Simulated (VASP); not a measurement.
F2SiClBr: relaxation of the atoms with PBE

Molecule: F2SiClBr, in a box.

```
F Si Cl Br
1.0
    12.00000    0.00000    0.00000
     0.00000   12.00000    0.00000
     0.00000    0.00000   12.00000
F Si Cl Br
2 1 1 1
Direct
  0.60512 0.37787 0.50891
  0.44235 0.45126 0.61787
  0.50033 0.45456 0.50237
  0.39693 0.39010 0.38585
  0.54858 0.62705 0.46517
```

The cell isn't the ideal one: atoms moved at random, drawn with an rms of 0.02 Å.

```yaml
Program: VASP 6.6.1
Task: relaxation of the atoms
Functional: PBE
Potentials_or_basis: VASP PAW PBE potentials, release 64 (F, Si, Cl, Br)
Cutoff: 520 eV
k_mesh: 1 × 1 × 1
Occupations: gaussian, width 0.01 eV
Spin: no spin polarisation
Further_INCAR_settings: ALGO = Normal; EDIFF = 1e-07; IBRION = 2; EDIFFG = -0.01; NSW = 60
```

The energy gained by relaxing is 12.1 meV/atom, the ionic steps are 19 and the largest force after relaxing is 0.006 eV/Å. The gap between the frontier levels is 6.15 eV.

Forces in eV/Å, atoms in the order of the input:
```
F   -0.003  0.000  0.001
F    0.000 -0.001  0.005
Si   0.004  0.000 -0.005
Cl  -0.002 -0.001 -0.001
Br   0.000  0.002  0.000
```

The path:
```tsv
step	energy change (eV)	largest force (eV/Å)	pressure (GPa)
1	0.0000	1.7249	0.13
2	0.1661	3.5588	-0.15
3	-0.0547	0.2400	0.02
4	-0.0547	0.2300	0.02
5	-0.0581	0.1912	-0.01
6	-0.0581	0.1908	-0.01
7	-0.0587	0.2304	-0.03
8	-0.0591	0.0879	-0.02
9	-0.0599	0.0751	-0.02
10	-0.0600	0.0916	-0.01
11	-0.0604	0.0325	-0.01
12	-0.0604	0.0324	-0.01
13	-0.0604	0.0327	-0.01
14	-0.0604	0.0461	-0.01
15	-0.0605	0.0392	-0.01
16	-0.0606	0.0193	-0.01
17	-0.0606	0.0309	-0.01
18	-0.0606	0.0137	-0.01
19	-0.0606	0.0063	-0.01
```

Final structure:
```
F Si Cl Br
1.0
    12.00000    0.00000    0.00000
     0.00000   12.00000    0.00000
     0.00000    0.00000   12.00000
F Si Cl Br
2 1 1 1
Cartesian
  7.3004 4.5391 6.1072
  5.2819 5.4091 7.4416
  5.9984 5.4568 6.0171
  4.7491 4.6928 4.6252
  6.5898 7.5123 5.5710
```

Levels at points of the mesh, in eV from the valence-band top:
| k point | band 12 | band 13 | band 14 | band 15 | band 16 | band 17 | band 18 | band 19 | band 20 |
| --- | --- | --- | --- | --- | --- | --- | --- | --- | --- |
| (0.00, 0.00, 0.00) | -1.83 | -1.03 | -0.88 | -0.10 | 0.00 | 6.15 | 7.46 | 7.63 | 7.97 |

It took 13 min on 1 thread of Intel(R) Xeon(R) 6975P-C (Granite Rapids), on a shared host, peak memory 1.3 GiB.
